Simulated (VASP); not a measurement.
Sn5Ge3Te8, 16 atoms in the cell. It takes space group R-3m (No. 166, trigonal). Conventional cell: a = 8.695 Å, b = 8.695 Å, c = 21.309 Å, α = 90.00°, β = 90.00°, γ = 120.00°. Around Ge (site symmetry 2/m) lie 6 Te at 3.00 Å. Around Sn (site symmetry -3m) lie 6 Te at 3.08 Å. Sn (site symmetry -3m) is surrounded by 6 Te at 3.08 Å. Around Sn (site symmetry 2/m) lie 6 Te at 3.15 Å. Te (site symmetry m) is surrounded by 2 Ge at 3.00 Å and 4 Sn at 3.08 to 3.15 Å. Te (site symmetry 3m) is surrounded by 3 Ge at 3.00 Å and 3 Sn at 3.15 Å. The cell was built by a generator and needn't be a form met in nature.

- Program: VASP 6.6.1
- Task: relaxation of cell and atoms
- Functional: PBEsol
- Potentials or basis: VASP PAW PBE potentials, release 64 (Ge_d, Sn_d, Te)
- Cutoff: 600 eV
- k mesh: 6 × 6 × 5
- Occupations: gaussian, width 0.03 eV
- Spin: no spin polarisation
- Further INCAR settings: ALGO = Normal; EDIFF = 1e-07; IBRION = 2; EDIFFG = -0.005; NSW = 90; ISIF = 3

Potentials or basis: VASP PAW PBE potentials, release 64 (Ge_d, Sn_d, Te).

Launch:

```console
$ cat potpaw_PBE.64/Ge_d/POTCAR potpaw_PBE.64/Sn_d/POTCAR potpaw_PBE.64/Te/POTCAR > POTCAR
$ mpirun -np 4 vasp_std > vasp.out
```

Hardware: 4 MPI ranks on Intel(R) Xeon(R) Platinum 8375C CPU @ 2.90GHz (Ice Lake), on a shared host.

How long does it take, and how much memory?

It took 39 min on 4 MPI ranks on Intel(R) Xeon(R) Platinum 8375C CPU @ 2.90GHz (Ice Lake), on a shared host, peak memory 2.3 GiB a rank. Counts: scf iterations 21, k points 55, ion steps 2.
